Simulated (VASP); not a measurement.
Input:

```yaml
crystal:
  lattice:
    - [4.48631, 0.00000, 0.00000]
    - [-2.24315, 3.88526, 0.00000]
    - [0.00000, 0.00000, 5.49696]
  atoms:
    - { symbol: N, position: [0.33435, 0.66939, 0.25686] }
    - { symbol: N, position: [0.67176, 0.33716, 0.75193] }
    - { symbol: Zr, position: [0.99409, 0.00290, 0.99784] }
    - { symbol: Zr, position: [0.00242, 0.00197, 0.49949] }
    - { symbol: Zr, position: [0.33053, 0.65597, 0.74495] }
    - { symbol: Zr, position: [0.66684, 0.33261, 0.24894] }
```

Level of theory: PBE GGA, VASP's PBE PAW potentials (set 64) (plane waves; VASP). Run with 400 eV cut-off, 3×3×3 Γ-centred mesh, Gaussian smearing of 0.050 eV, potentials N Zr_sv.

At this cut-off the stress carries a Pulay error, which pulls relaxed volumes low.

Problem. Give the force on each atom (eV/Å).

Solution. 
| atom | Fx | Fy | Fz |
|---|---|---|---|
| N1 | -0.028 | -0.030 | 0.181 |
| N2 | -0.023 | 0.140 | 0.027 |
| Zr3 | 0.214 | -0.168 | 0.040 |
| Zr4 | 0.029 | -0.154 | -0.169 |
| Zr5 | -0.111 | 0.052 | -0.131 |
| Zr6 | -0.082 | 0.159 | 0.051 |

Problem. Give the stress tensor in GPa (positive for a compressed cell).

Solution. 
```
 -8.90    0.31   -0.01
  0.31   -7.80   -0.09
 -0.01   -0.09  -11.01
```
The pressure is its mean diagonal, -9.24 GPa.

The structure was generated: Zr2N was put into an ordered model structure, which need not be its known phase. The cell was not relaxed at this level, atoms are displaced from their ideal sites. The k-mesh is coarse (spacing up to 0.54 per Å, 2π included), so the numbers may not be converged in it.
